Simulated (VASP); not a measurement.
Level of theory: PBEsol GGA, VASP's PBE PAW potentials (set 64) (plane waves; VASP).

The input files of a VASP run:

File POSCAR:
```
SrCl2
1.0
  0.0000000000   3.4596489136   3.4596489136
  3.4596489136   0.0000000000   3.4596489136
  3.4596489136   3.4596489136   0.0000000000
Sr Cl
1 2
Cartesian
  0.0000000000   0.0000000000   0.0000000000
  1.7298244568   1.7298244568   1.7298244568
  5.1894733704   5.1894733704   5.1894733704
```

KPOINTS:
```
Automatic mesh
0
gamma
  8 8 8
0 0 0
```

INCAR:
```
ENCUT=400   ! plane-wave cut-off (eV)
GGA=PS   ! PBEsol
IBRION=2   ! conjugate gradients
EDIFFG=-0.03   ! ionic stop
ISMEAR=0   ! Gaussian
ALGO=Fast   ! Davidson, then RMM-DIIS
LASPH=T   ! aspherical one-centre terms
NELM=100
PREC=Normal
NELMIN=4
ISIF=2
SYSTEM=SrCl2
EDIFF=1E-5   ! SCF stop (eV)
LWAVE=F
SIGMA=0.05   ! width (eV)
NSW=20
LMAXMIX=4   ! l cut-off of mixed one-centre charges
LREAL=F
LCHARG=F
```

POTCAR, in this order: Sr_sv Cl (PBE.64 set). Program: vasp_std.

Output of the run:

OUTCAR:
```
 ion  position               nearest neighbor table
   1  0.000  0.000  0.000-   3 3.00   3 3.00   2 3.00   2 3.00   3 3.00   2 3.00   3 3.00   2 3.00
  LATTYP: Found a face centered cubic cell.
 ALAT       =     6.9192978272
 Subroutine PRICEL returns:
 Original cell was already a primitive cell.
 Subroutine GETGRP returns: Found 48 space group operations
The static configuration has the point symmetry O_h .
The dynamic configuration has the point symmetry O_h .
 Subroutine INISYM returns: Found 48 space group operations
 Subroutine IBZKPT returns following result:
 Found     29 irreducible k-points:

 Following reciprocal coordinates:
            Coordinates               Weight
  0.000000  0.000000  0.000000      1.000000
  0.125000  0.000000  0.000000      8.000000
  0.250000  0.000000  0.000000      8.000000
  0.375000  0.000000  0.000000      8.000000
  0.500000  0.000000  0.000000      4.000000
  0.125000  0.125000  0.000000      6.000000
  0.250000  0.125000  0.000000     24.000000
  0.375000  0.125000  0.000000     24.000000
  0.500000  0.125000  0.000000     24.000000
 -0.375000  0.125000  0.000000     24.000000
 -0.250000  0.125000  0.000000     24.000000
 -0.125000  0.125000  0.000000     12.000000
  0.250000  0.250000  0.000000      6.000000
  0.375000  0.250000  0.000000     24.000000
  0.500000  0.250000  0.000000     24.000000
 -0.375000  0.250000  0.000000     24.000000
 -0.250000  0.250000  0.000000     12.000000
  0.375000  0.375000  0.000000      6.000000
  0.500000  0.375000  0.000000     24.000000
 -0.375000  0.375000  0.000000     12.000000
  0.500000  0.500000  0.000000      3.000000
  0.375000  0.250000  0.125000     24.000000
  0.500000  0.250000  0.125000     48.000000
 -0.375000  0.250000  0.125000     24.000000
  0.500000  0.375000  0.125000     24.000000
...
```

**OSZICAR**
```
       N       E                     dE             d eps       ncg     rms          rms(c)
DAV:   1     0.128676736983E+03    0.12868E+03   -0.10114E+04   936   0.110E+03
DAV:   2    -0.629040359102E+01   -0.13497E+03   -0.13229E+03  1216   0.228E+02
DAV:   3    -0.133339506820E+02   -0.70435E+01   -0.70371E+01  1304   0.568E+01
DAV:   4    -0.135603035237E+02   -0.22635E+00   -0.22632E+00  1616   0.869E+00
DAV:   5    -0.135621086453E+02   -0.18051E-02   -0.18051E-02  1344   0.721E-01    0.148E+01
RMM:   6    -0.133304614728E+02    0.23165E+00   -0.48246E-01   930   0.366E+00    0.874E+00
RMM:   7    -0.133423848542E+02   -0.11923E-01   -0.55461E-01   987   0.401E+00    0.198E+00
RMM:   8    -0.133398095397E+02    0.25753E-02   -0.79852E-02  1009   0.169E+00    0.556E-01
RMM:   9    -0.133405900564E+02   -0.78052E-03   -0.10874E-02  1110   0.493E-01    0.276E-01
RMM:  10    -0.133416147170E+02   -0.10247E-02   -0.34558E-03  1132   0.297E-01    0.148E-01
RMM:  11    -0.133419994871E+02   -0.38477E-03   -0.18833E-03  1161   0.178E-01    0.155E-01
RMM:  12    -0.133420828575E+02   -0.83370E-04   -0.56673E-04  1020   0.911E-02    0.479E-02
RMM:  13    -0.133421226109E+02   -0.39753E-04   -0.31062E-04   987   0.702E-02    0.253E-02
RMM:  14    -0.133421343103E+02   -0.11699E-04   -0.11854E-04   769   0.370E-02    0.185E-02
RMM:  15    -0.133421396158E+02   -0.53055E-05   -0.56245E-05   721   0.281E-02
   1 F= -.13342140E+02 E0= -.13342140E+02  d E =-.133421E+02
```

OUTCAR:
```
------------------------ aborting loop because EDIFF is reached ----------------------------------------
  FORCE on cell =-STRESS in cart. coord.  units (eV):
  Direction    XX          YY          ZZ          XY          YZ          ZX
  --------------------------------------------------------------------------------------
  Total       -0.0331259     -0.0331259     -0.0331259     -0.0000000      0.0000000      0.0000000
  in kB       -0.6408447     -0.6408447     -0.6408447     -0.0000000      0.0000000      0.0000000
  external PRESSURE =      -0.6408447 kB  Pullay stress =       0.0000000 kB
  volume of cell :       82.82
      direct lattice vectors                 reciprocal lattice vectors
     0.000000000  3.459648914  3.459648914    -0.144523335  0.144523335  0.144523335
     3.459648914  0.000000000  3.459648914     0.144523335 -0.144523335  0.144523335
     3.459648914  3.459648914  0.000000000     0.144523335  0.144523335 -0.144523335
 POSITION                                       TOTAL-FORCE (eV/Angst)
 -----------------------------------------------------------------------------------
      0.00000      0.00000      0.00000         0.000000      0.000000     -0.000000
      1.72982      1.72982      1.72982         0.000000      0.000000      0.000000
      5.18947      5.18947      5.18947        -0.000000     -0.000000     -0.000000
 -----------------------------------------------------------------------------------
    total drift:                               -0.000000      0.000000      0.000000
  FREE ENERGIE OF THE ION-ELECTRON SYSTEM (eV)
  ---------------------------------------------------
  free  energy   TOTEN  =       -13.3421396158 eV

  energy  without entropy=      -13.3421396158  energy(sigma->0) =      -13.34213962

 reached required accuracy - stopping structural energy minimisation
```
(Selected blocks of OUTCAR.)

The compound is SrCl2 in the fluorite structure. It was relaxed first.
